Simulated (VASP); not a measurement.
Here is the system:

```
CELL_PARAMETERS angstrom
      0.00000     2.95721     2.95721
      2.95721     0.00000     2.95721
      2.95721     2.95721     0.00000
ATOMIC_POSITIONS crystal
  Sr 0.00000 0.00000 0.00000
```

The numbers are results of optB88-vdW, VASP's PBE PAW potentials (set 64) (plane waves; VASP 6.6.1), not measurements. Run with 520 eV cut-off, 8×8×8 Γ-centred mesh, Gaussian smearing of 0.050 eV, potentials Sr_sv.

### Question
Give the energy at these volumes per atom, relative to the lowest: 48.62, 50.17, 51.72, 53.27, 54.82 Å³.

### Answer
8.2, 1.9, 0.0, 1.7, 6.5 meV/atom. A third-order Birch-Murnaghan fit gives B0 = 12.6 GPa and B0′ = 4.7.

Measured: bulk modulus 12.5 GPa at 0 K (computed value off by +0.8 %), as given by H. Levämäki et al., Physical Review B (2014), arXiv:1402.3671 [corrected for temperature and zero-point phonon effects]; a 6.045 Å at 0 K (computed value off by -2.2 %), as given by Gábor I. Csonka et al., Physical Review B (2009), arXiv:0903.4037 [low-temperature or extrapolated to 0 K; zero-point anharmonic expansion removed].

The compound is Sr in the fcc structure. It was relaxed first, which changed the volume by -8 %.
